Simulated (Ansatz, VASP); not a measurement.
# Cross-check of HfO2 between VASP and Ansatz, part 3 of 3

Aim: how closely do two programs agree when they are given the same cell, functional and k mesh? The cell is taken from a series of runs on this material, whose earlier steps may have relaxed, scaled, displaced or heated it; both programs get it as it stands.

VASP 6.6.1 and Ansatz 0.2.0.

So far: The structure; Ansatz: zone-centre phonons, LDA; VASP: zone-centre phonons, LDA.

## 3. VASP: zone-centre phonons, LDA (continued)

Level of this step: LDA; plane waves and PAW (O, Hf_pv) (VASP).

Numbers of over 12 decimals in the logs are rounded to 6 here.

Parts of OUTCAR (step 3):

```text
ion  position               nearest neighbor table
   1  0.449  0.758  0.482-   9 2.13  10 2.16  11 2.20  12 2.22
   2  0.551  0.258  0.018-  10 2.13   9 2.16  12 2.20  11 2.22
   3  0.551  0.242  0.518-  11 2.13  12 2.16   9 2.20  10 2.22
   4  0.449  0.742  0.982-  12 2.13  11 2.16  10 2.20   9 2.22
   5  0.073  0.343  0.335-  10 2.04   9 2.04  12 2.12
   6  0.927  0.843  0.165-   9 2.04  10 2.04  11 2.12
   7  0.927  0.657  0.665-  12 2.04  11 2.04  10 2.12
   8  0.073  0.157  0.835-  11 2.04  12 2.04   9 2.12
   9  0.277  0.043  0.208-   6 2.04   5 2.04   8 2.12   1 2.13   2 2.16   3 2.20   4 2.22  11 3.27
                            12 3.36  12 3.36  11 3.42  10 3.43  10 3.43  11 3.48
  10  0.723  0.543  0.292-   5 2.04   6 2.04   7 2.12   2 2.13   1 2.16   4 2.20   3 2.22  12 3.27
                            11 3.36  11 3.36  12 3.42   9 3.43   9 3.43  12 3.48
  11  0.723  0.957  0.792-   8 2.04   7 2.04   6 2.12   3 2.13   4 2.16   1 2.20   2 2.22   9 3.27
                            10 3.36  10 3.36   9 3.42  12 3.43  12 3.43   9 3.48
  12  0.277  0.457  0.708-   7 2.04   8 2.04   5 2.12   4 2.13   3 2.16   2 2.20   1 2.22  10 3.27
                             9 3.36   9 3.36  10 3.42  11 3.43  11 3.43  10 3.48

  LATTYP: Found a simple monoclinic cell.
 ALAT       =     5.0982748847
 B/A-ratio  =     1.0183911543
 C/A-ratio  =     1.0148531314
 COS(beta)  =    -0.1720243694

 Subroutine GETGRP returns: Found  4 space group operations
 (whereof  2 operations were pure point group operations)

The static configuration has the point symmetry S_2 .
 The point group associated with its full space group is C_2h.

 Found     30 irreducible k-points:

   k-points           NKPTS =     30   k-points in BZ     NKDIM =     30   number of bands    NBANDS=     56

   dimension x,y,z NGX =    42 NGY =   42 NGZ =   42
   dimension x,y,z NGXF=    84 NGYF=   84 NGZF=   84

   ENCUT  =  600.0 eV  44.10 Ry    6.64 a.u.  10.18 10.37 10.33*2*pi/ulx,y,z

   NELECT =      88.0000    total number of electrons

 k-points in reciprocal lattice and weights: Automatic mesh
   0.00000000  0.00000000  0.00000000       0.016
   0.25000000  0.00000000  0.00000000       0.031
   0.50000000  0.00000000  0.00000000       0.016
   0.00000000  0.25000000  0.00000000       0.031
   0.25000000  0.25000000  0.00000000       0.062
   0.50000000  0.25000000  0.00000000       0.031
   0.00000000  0.50000000  0.00000000       0.016
   0.25000000  0.50000000  0.00000000       0.031
   0.50000000  0.50000000  0.00000000       0.016
[...]
0.25000000  0.50000000  0.50000000       0.031
   0.50000000  0.50000000  0.50000000       0.016

 average (electrostatic) potential at core
       1 -71.6168       2 -71.6168       3 -71.6168       4 -71.6168       5 -71.1654
       6 -71.1654       7 -71.1654       8 -71.1654       9 -37.8404      10 -37.8404
      11 -37.8404      12 -37.8404

   2 f  =   21.608355 THz   135.769300 2PiTHz  720.777148 cm-1    89.364937 meV
             X         Y         Z           dx          dy          dz
      1.866389  3.937129  2.449691     0.242639   -0.035670    0.057549
      2.795392  1.341110  0.083100     0.242639    0.035670    0.057549
      2.358928  1.254909  2.633015     0.242639   -0.035670    0.057549
      1.429925  3.850928  4.999606     0.242639    0.035670    0.057549
      0.079027  1.780691  1.704887    -0.357095    0.232697   -0.059053
      4.582755  4.376710  0.827904    -0.357095   -0.232697   -0.059053
      4.146290  3.411347  3.377819    -0.357095    0.232697   -0.059053
     -0.357438  0.815328  4.254802    -0.357095   -0.232697   -0.059053
      1.230150  0.222325  1.056167     0.034234    0.014754    0.000446
      3.431631  2.818344  1.476623     0.034234   -0.014754    0.000446
      2.995167  4.969714  4.026539     0.034234    0.014754    0.000446
      0.793686  2.373694  3.606083     0.034234   -0.014754    0.000446

   3 f  =   19.562220 THz   122.913050 2PiTHz  652.525407 cm-1    80.902803 meV
             X         Y         Z           dx          dy          dz
      1.866389  3.937129  2.449691    -0.047101   -0.064796    0.452880
      2.795392  1.341110  0.083100     0.047101   -0.064796   -0.452880
      2.358928  1.254909  2.633015    -0.047101   -0.064796    0.452880
      1.429925  3.850928  4.999606     0.047101   -0.064796   -0.452880
      0.079027  1.780691  1.704887     0.012754    0.064057    0.184137
      4.582755  4.376710  0.827904    -0.012754    0.064057   -0.184137
      4.146290  3.411347  3.377819     0.012754    0.064057    0.184137
     -0.357438  0.815328  4.254802    -0.012754    0.064057   -0.184137
      1.230150  0.222325  1.056167    -0.003585    0.000208    0.017245
      3.431631  2.818344  1.476623     0.003585    0.000208   -0.017245
      2.995167  4.969714  4.026539    -0.003585    0.000208    0.017245
      0.793686  2.373694  3.606083     0.003585    0.000208   -0.017245

   4 f  =   19.366790 THz   121.685131 2PiTHz  646.006580 cm-1    80.094572 meV
             X         Y         Z           dx          dy          dz
      1.866389  3.937129  2.449691     0.110468   -0.128640    0.076280
      2.795392  1.341110  0.083100    -0.110468   -0.128640   -0.076280
      2.358928  1.254909  2.633015    -0.110468    0.128640   -0.076280
      1.429925  3.850928  4.999606     0.110468    0.128640    0.076280
      0.079027  1.780691  1.704887     0.364325   -0.273912   -0.077115
      4.582755  4.376710  0.827904    -0.364325   -0.273912    0.077115
      4.146290  3.411347  3.377819    -0.364325    0.273912    0.077115
     -0.357438  0.815328  4.254802     0.364325    0.273912   -0.077115
      1.230150  0.222325  1.056167    -0.012918    0.039364   -0.002478
      3.431631  2.818344  1.476623     0.012918    0.039364    0.002478
      2.995167  4.969714  4.026539     0.012918   -0.039364    0.002478
      0.793686  2.373694  3.606083    -0.012918   -0.039364   -0.002478

   5 f  =   18.566832 THz   116.658845 2PiTHz  619.322847 cm-1    76.786212 meV
             X         Y         Z           dx          dy          dz
      1.866389  3.937129  2.449691    -0.076463    0.344431   -0.289055
      2.795392  1.341110  0.083100    -0.076463   -0.344431   -0.289055
      2.358928  1.254909  2.633015     0.076463   -0.344431    0.289055
      1.429925  3.850928  4.999606     0.076463    0.344431    0.289055
      0.079027  1.780691  1.704887    -0.182067    0.065856   -0.063850
      4.582755  4.376710  0.827904    -0.182067   -0.065856   -0.063850
      4.146290  3.411347  3.377819     0.182067   -0.065856    0.063850
     -0.357438  0.815328  4.254802     0.182067    0.065856    0.063850
      1.230150  0.222325  1.056167     0.018769   -0.006109    0.003964
      3.431631  2.818344  1.476623     0.018769    0.006109    0.003964
      2.995167  4.969714  4.026539    -0.018769    0.006109   -0.003964
      0.793686  2.373694  3.606083    -0.018769   -0.006109   -0.003964

   6 f  =   17.667300 THz   111.006917 2PiTHz  589.317679 cm-1    73.066047 meV
             X         Y         Z           dx          dy          dz
      1.866389  3.937129  2.449691    -0.153521    0.086149   -0.045393
      2.795392  1.341110  0.083100     0.153521    0.086149    0.045393
      2.358928  1.254909  2.633015    -0.153521    0.086149   -0.045393
      1.429925  3.850928  4.999606     0.153521    0.086149    0.045393
      0.079027  1.780691  1.704887     0.395678   -0.195332    0.140609
      4.582755  4.376710  0.827904    -0.395678   -0.195332   -0.140609
      4.146290  3.411347  3.377819     0.395678   -0.195332    0.140609
     -0.357438  0.815328  4.254802    -0.395678   -0.195332   -0.140609
      1.230150  0.222325  1.056167     0.019722    0.032642    0.031749
      3.431631  2.818344  1.476623    -0.019722    0.032642   -0.031749
      2.995167  4.969714  4.026539     0.019722    0.032642    0.031749
      0.793686  2.373694  3.606083    -0.019722    0.032642   -0.031749

   7 f  =   16.597194 THz   104.283243 2PiTHz  553.622788 cm-1    68.640447 meV
             X         Y         Z           dx          dy          dz
      1.866389  3.937129  2.449691     0.120405   -0.257659   -0.394145
      2.795392  1.341110  0.083100     0.120405    0.257659   -0.394145
      2.358928  1.254909  2.633015    -0.120405    0.257659    0.394145
      1.429925  3.850928  4.999606    -0.120405   -0.257659    0.394145
      0.079027  1.780691  1.704887     0.091142   -0.040407   -0.054899
      4.582755  4.376710  0.827904     0.091142    0.040407   -0.054899
      4.146290  3.411347  3.377819    -0.091142    0.040407    0.054899
     -0.357438  0.815328  4.254802    -0.091142   -0.040407    0.054899
      1.230150  0.222325  1.056167    -0.019686   -0.012705    0.016177
      3.431631  2.818344  1.476623    -0.019686    0.012705    0.016177
      2.995167  4.969714  4.026539     0.019686    0.012705   -0.016177
      0.793686  2.373694  3.606083     0.019686   -0.012705   -0.016177

   8 f  =   16.540001 THz   103.923894 2PiTHz  551.715059 cm-1    68.403919 meV
             X         Y         Z           dx          dy          dz
      1.866389  3.937129  2.449691     0.022406   -0.473383    0.046560
      2.795392  1.341110  0.083100    -0.022406   -0.473383   -0.046560
      2.358928  1.254909  2.633015    -0.022406    0.473383   -0.046560
      1.429925  3.850928  4.999606     0.022406    0.473383    0.046560
      0.079027  1.780691  1.704887    -0.093859    0.115372    0.020025
      4.582755  4.376710  0.827904     0.093859    0.115372   -0.020025
      4.146290  3.411347  3.377819     0.093859   -0.115372   -0.020025
     -0.357438  0.815328  4.254802    -0.093859   -0.115372    0.020025
      1.230150  0.222325  1.056167     0.003363    0.010183   -0.024546
    [... 421 further lines ...]
      2.995167  4.969714  4.026539     0.000150   -0.460390    0.000104
      0.793686  2.373694  3.606083    -0.000150   -0.460390   -0.000104

 MACROSCOPIC STATIC DIELECTRIC TENSOR IONIC CONTRIBUTION
 ------------------------------------------------------
          15.573034    -0.000000     1.093464
          -0.000000    13.743839     0.000000
           1.093464     0.000000    10.201038
 ------------------------------------------------------

 ELASTIC MODULI CONTR FROM IONIC RELAXATION (kBar)
 Direction    XX          YY          ZZ          XY          YZ          ZX
 --------------------------------------------------------------------------------
 XX       -1027.1201   -114.4618   -538.4909     -0.0000      0.0000    -22.3111
 YY        -114.4618   -175.8712    -88.5710      0.0000     -0.0000    -13.8466
 ZZ        -538.4909    -88.5710  -1470.2211     -0.0000      0.0000    108.4342
 XY          -0.0000      0.0000     -0.0000   -361.1979     76.8676     -0.0000
 YZ           0.0000     -0.0000      0.0000     76.8676   -201.7920      0.0000
 ZX         -22.3111    -13.8466    108.4342     -0.0000      0.0000   -223.8771
 --------------------------------------------------------------------------------

 PIEZOELECTRIC TENSOR IONIC CONTR  for field in x, y, z        (C/m^2)
          XX          YY          ZZ          XY          YZ          ZX
  --------------------------------------------------------------------------------
  x    -0.00000     0.00000    -0.00000    -0.00000    -0.00000     0.00000
  y     0.00000     0.00000     0.00000     0.00000    -0.00000    -0.00000
  z    -0.00000     0.00000     0.00000    -0.00000     0.00000     0.00000
```

Harder data sets than Hf_pv exist (the GW ones), and pressures, volumes and forces can shift noticeably with them.

## 4. Side by side

Known differences besides the potentials themselves: the two LDA forms differ slightly; fixed occupations in Ansatz, narrow Gaussian smearing in VASP; the data sets hold 152 valence electrons in Ansatz (on its PAW soft_1 files) and 88 in VASP; the cutoff is 420 eV in Ansatz and 600 eV in VASP; VASP's log shows a relativistic correction to its local exchange, Ansatz's none. Total energies have different zeros and are not compared.

Compared:

| quantity | Ansatz | VASP | difference |
| --- | --- | --- | --- |
| ε∞ xx | 5.08 | 5.03 | +1.08 % |
| ε∞ yy | 5.11 | 5.05 | +1.09 % |
| ε∞ zz | 4.75 | 4.70 | +0.98 % |
| Born charge of O1 (mean of the diagonal) (e) | -2.56 | -2.54 | -0.01 |
| Born charge of Hf9 (mean of the diagonal) (e) | 5.16 | 5.13 | +0.03 |
| optical mode 1 (cm⁻¹) | 128.9 | 129.6 | -0.59 % |
| optical mode 2 (cm⁻¹) | 129.0 | 131.3 | -1.71 % |
| optical mode 3 (cm⁻¹) | 132.0 | 132.3 | -0.24 % |
| optical mode 4 (cm⁻¹) | 136.6 | 138.1 | -1.14 % |
| optical mode 5 (cm⁻¹) | 151.0 | 156.5 | -3.50 % |
| optical mode 6 (cm⁻¹) | 163.4 | 163.5 | -0.09 % |
| optical mode 7 (cm⁻¹) | 179.6 | 179.2 | +0.23 % |
| optical mode 8 (cm⁻¹) | 228.3 | 229.4 | -0.46 % |
| optical mode 9 (cm⁻¹) | 240.2 | 239.6 | +0.29 % |
| optical mode 10 (cm⁻¹) | 253.1 | 252.8 | +0.13 % |
| optical mode 11 (cm⁻¹) | 255.2 | 256.6 | -0.56 % |
| optical mode 12 (cm⁻¹) | 260.3 | 265.8 | -2.08 % |
| optical mode 13 (cm⁻¹) | 310.5 | 309.1 | +0.44 % |
| optical mode 14 (cm⁻¹) | 331.3 | 328.0 | +1.02 % |
| optical mode 15 (cm⁻¹) | 332.9 | 337.0 | -1.23 % |
| optical mode 16 (cm⁻¹) | 343.6 | 341.6 | +0.59 % |
| optical mode 17 (cm⁻¹) | 351.7 | 349.0 | +0.77 % |
| optical mode 18 (cm⁻¹) | 386.0 | 382.8 | +0.82 % |
| optical mode 19 (cm⁻¹) | 387.0 | 384.1 | +0.76 % |
| optical mode 20 (cm⁻¹) | 394.6 | 393.9 | +0.16 % |
| optical mode 21 (cm⁻¹) | 399.9 | 398.5 | +0.35 % |

Modes are paired by rising frequency, not by their patterns, so a pair may set unlike modes beside each other; they are those without the splitting of longitudinal modes.

## 5. Results

| Quantity | Value |
| --- | --- |
| r.m.s. difference of the optical zone-centre modes, each program's sorted by frequency (zone-centre phonons, LDA) | 2.1 cm⁻¹ |
| difference in optical mode 5 (zone-centre phonons, LDA) | -3.5 % |

In words: The r.m.s. difference of the optical zone-centre modes, each program's sorted by frequency is 2.1 cm⁻¹ (zone-centre phonons, LDA). The data sets hold unlike numbers of valence electrons (152 in Ansatz and 88 in VASP), so part of the differences comes from the potentials. Among the rows given in per cent, the largest difference of the zone-centre phonons, LDA pair is in optical mode 5, -3.5 %. How closely two codes agree says nothing of how well the functional describes the real material.

[Lines on the potential files, build, host, timing and source positions are cut from VASP's logs without a mark.]

[Logs are printed without paths, hosts, clocks, repeated set-up lines and the standing remarks that a program may print on its own settings, such as how far it seeks lower states.]

[Hosts, paths, dates, database ids (printed as entryN), source tags and the programs' standing remarks are cut or masked in the printed files.]
